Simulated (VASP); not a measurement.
Set up this calculation in VASP 6.6.1, as the native input.

* Task: relaxation of cell and atoms
* Functional: PBE
* Potentials or basis: VASP PAW PBE potentials, release 64 (Hf_pv, Br, F)
* Cutoff: 600 eV
* k mesh: 8 × 8 × 8
* Occupations: gaussian, width 0.1 eV
* Spin: no spin polarisation
* Dipole correction: no
* Further INCAR settings: ALGO = Normal; EDIFF = 1e-07; IBRION = 2; EDIFFG = -0.01; NSW = 100; ISIF = 3

The structure of HfBrF3 lies in POSCAR:

```
HfBrF3
1.0
    4.5671005378      0.0000000000      0.0000000000
    0.0000000000      4.5671005378      0.0000000000
    0.0000000000      0.0000000000      4.5671005378
Hf Br F
1 1 3
Direct
    0.0000000000      0.0000000000      0.0000000000
    0.5000000000      0.5000000000      0.5000000000
    0.5000000000      0.5000000000      0.0000000000
    0.5000000000      0.0000000000      0.5000000000
    0.0000000000      0.5000000000      0.5000000000
```

The cell was built by a generator and needn't be a form met in nature.

The cell isn't the ideal one: species swapped into the SrTaO3 type (Pm-3m, No. 221).

One way to write it, as run:

INCAR

```
ALGO = Normal
EDIFF = 1E-7
EDIFFG = -0.01
ENCUT = 600
GGA = PE
IBRION = 2
ISIF = 3
ISMEAR = 0
LASPH = T
LCHARG = F
LREAL = F
LWAVE = F
NELM = 60
NSW = 100
PREC = Accurate
SIGMA = 0.1
```

KPOINTS

```
k-points
0
Gamma
  8 8 8
```

Potentials or basis: VASP PAW PBE potentials, release 64 (Hf_pv, Br, F).

Command:

```bash
$ cat potpaw_PBE.64/Hf_pv/POTCAR potpaw_PBE.64/Br/POTCAR potpaw_PBE.64/F/POTCAR > POTCAR
$ mpirun -np 1 vasp_std > vasp.out
```

It gave:

```json
{
 "Relaxed volume": "18.96 Å³/atom",
 "Relaxed cell": "a = 4.560 Å, b = 4.560 Å, c = 4.560 Å, α = 90.00°, β = 90.00°, γ = 90.00°",
 "Space group after relaxing (to 0.05 Å)": "Pm-3m (No. 221)",
 "Energy gained by relaxing": "0.1 meV/atom",
 "Ionic steps": "2",
 "Pressure after relaxing": "0.0 GPa",
 "Band gap on the k mesh": "none (metal or under the smearing width)"
}
```

Run time: 4.8 min on 1 thread of AMD EPYC 7R43 64-Core Processor (Zen 3), on a shared host, peak memory 0.23 GiB.
